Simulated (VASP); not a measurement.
All values below come from optB88-vdW, VASP's PBE PAW potentials (set 64) (plane waves; VASP).

The input files of a VASP run:

### POSCAR
```
Pb
1
    0.0000000000     2.5299546974     2.5299546974
    2.5299546974     0.0000000000     2.5299546974
    2.5299546974     2.5299546974     0.0000000000
Pb
1
Direct
  0.0000000000   0.0000000000   0.0000000000
```

### KPOINTS
```
Automatic mesh
0
Gamma
13 13 13
0 0 0
```

INCAR:
```
! general
SYSTEM   = Pb
PREC     = Accurate
ENCUT    = 520
LREAL    = .False.
LASPH    = .True.

! electronic loop
EDIFF    = 1E-7
NELM     = 100
ALGO     = Normal
LMAXMIX  = 4

! smearing
ISMEAR   = 1
SIGMA    = 0.1

! functional
GGA      = BO
LUSE_VDW = .True.
AGGAC    = 0.0
PARAM1   = 0.1833333333
PARAM2   = 0.22

! ions
ISIF     = 2

! output
LWAVE    = .False.
LCHARG   = .False.
```

POTCAR, in this order: Pb_d (PBE.64 set). Program: vasp_std.

Output of the run:

File OSZICAR:
```
       N       E                     dE             d eps       ncg     rms          rms(c)
DAV:   1     0.106499306582E+03    0.10650E+03   -0.73134E+03  1857   0.145E+03
DAV:   2     0.450838306985E+01   -0.10199E+03   -0.99915E+02  1881   0.326E+02
DAV:   3    -0.230591842933E+00   -0.47390E+01   -0.46952E+01  2206   0.815E+01
DAV:   4    -0.345918243081E+00   -0.11533E+00   -0.11527E+00  2186   0.141E+01
DAV:   5    -0.351138348767E+00   -0.52201E-02   -0.52199E-02  2344   0.272E+00    0.422E-01
DAV:   6    -0.344919515604E+00    0.62188E-02   -0.10922E-02  2332   0.182E+00    0.205E-01
DAV:   7    -0.343293819464E+00    0.16257E-02   -0.43755E-03  2196   0.113E+00    0.623E-02
DAV:   8    -0.343237959470E+00    0.55860E-04   -0.29822E-04  2129   0.353E-01    0.124E-02
DAV:   9    -0.343232685841E+00    0.52736E-05   -0.13205E-05  2239   0.718E-02    0.535E-03
DAV:  10    -0.343232560827E+00    0.12501E-06   -0.21374E-06  1974   0.179E-02    0.346E-04
DAV:  11    -0.343232535784E+00    0.25042E-07   -0.46428E-08  1374   0.244E-03
   1 F= -.34323254E+00 E0= -.34276199E+00  d E =-.141163E-02
```

### OUTCAR
```
------------------------ aborting loop because EDIFF is reached ----------------------------------------
  FORCE on cell =-STRESS in cart. coord.  units (eV):
  Direction    XX          YY          ZZ          XY          YZ          ZX
  --------------------------------------------------------------------------------------
  Total       -0.1796789     -0.1796789     -0.1796789     -0.0000000      0.0000000      0.0000000
  in kB       -8.8887226     -8.8887226     -8.8887226     -0.0000000      0.0000000      0.0000000
  external PRESSURE =      -8.8887226 kB  Pullay stress =       0.0000000 kB
  volume of cell :       32.39
      direct lattice vectors                 reciprocal lattice vectors
     0.000000000  2.529954697  2.529954697    -0.197631997  0.197631997  0.197631997
     2.529954697  0.000000000  2.529954697     0.197631997 -0.197631997  0.197631997
     2.529954697  2.529954697  0.000000000     0.197631997  0.197631997 -0.197631997
 POSITION                                       TOTAL-FORCE (eV/Angst)
 -----------------------------------------------------------------------------------
      0.00000      0.00000      0.00000         0.000000     -0.000000      0.000000
 -----------------------------------------------------------------------------------
    total drift:                               -0.000000      0.000000      0.000000
  FREE ENERGIE OF THE ION-ELECTRON SYSTEM (eV)
  ---------------------------------------------------
  free  energy   TOTEN  =        -0.3432325358 eV

  energy  without entropy=       -0.3418209032  energy(sigma->0) =       -0.34276199
```
(Selected blocks of OUTCAR.)

### OUTCAR
```
 val. band max:        6.4432586064   @ k =  -0.3846   0.3077   0.0769

 cond. band min:       6.4898944857   @ k =  -0.2308   0.3077   0.0769


 Fermi energy:         6.4590113462

 k-point     1 :       0.0000    0.0000    0.0000
  band No.  band energies     occupation
      1     -10.5838      2.00000
      2     -10.5838      2.00000
      3     -10.5838      2.00000
      4     -10.4687      2.00000
      5     -10.4687      2.00000
      6      -4.9336      2.00000
      7      13.1843      0.00000
      8      13.1843      0.00000
      9      13.1843      0.00000
     10      16.3867      0.00000
     11      17.2049      0.00000

 k-point     2 :       0.0769    0.0000    0.0000
  band No.  band energies     occupation
      1     -10.5836      2.00000
      2     -10.5767      2.00000
      3     -10.5767      2.00000
      4     -10.4691      2.00000
      5     -10.4691      2.00000
      6      -4.8283      2.00000
      7      11.9845      0.00000
      8      13.0577      0.00000
      9      13.0577      0.00000
     10      16.0476      0.00000
     11      17.8244      0.00000

 k-point     3 :       0.1538    0.0000    0.0000
  band No.  band energies     occupation
      1     -10.5838      2.00000
      2     -10.5616      2.00000
      3     -10.5616      2.00000
      4     -10.4655      2.00000
      5     -10.4655      2.00000
      6      -4.5134      2.00000
      7       9.8149      0.00000
      8      12.7397      0.00000
      9      12.7397      0.00000
     10      15.6422      0.00000
     11      18.8856      0.00000

 k-point     4 :       0.2308    0.0000    0.0000
  band No.  band energies     occupation
      1     -10.5857      2.00000
      2     -10.5538      2.00000
      3     -10.5538      2.00000
      4     -10.4464      2.00000
      5     -10.4464      2.00000
      6      -3.9951      2.00000
      7       7.6051     -0.00000
      8      12.3477      0.00000
      9      12.3477      0.00000
...
```

Unless said otherwise, spin-orbit coupling is left out, though it shifts the bands of the heavy elements here.

The compound is Pb in the fcc structure. This cell is one point of a volume scan, at 1.03 of the reference volume.
